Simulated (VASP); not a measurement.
Data:

```xyz
2
Lattice="0.0000 2.8070 2.8070 2.8070 0.0000 2.8070 2.8070 2.8070 0.0000" Properties=species:S:1:pos:R:3 pbc="T T T"
Ba     0.0000     0.0000     0.0000
O      2.8070     2.8070     2.8070
```

Calculation: PBE GGA, VASP's PBE PAW potentials (set 64) (plane waves; VASP). Numerical set-up: 520 eV cut-off, Gaussian smearing of 0.050 eV, potentials Ba_sv O.

Unless said otherwise, spin-orbit coupling is left out, though it shifts the bands of the heavy elements here.

Problem. Predict the band gap (along the path) with the smallest direct gap where there is one.

Solution. 
```yaml
band gap (along the path): 2.10 eV
smallest direct gap (along the path): 2.10 eV
```

The compound is BaO in the rock salt structure. It was relaxed first.
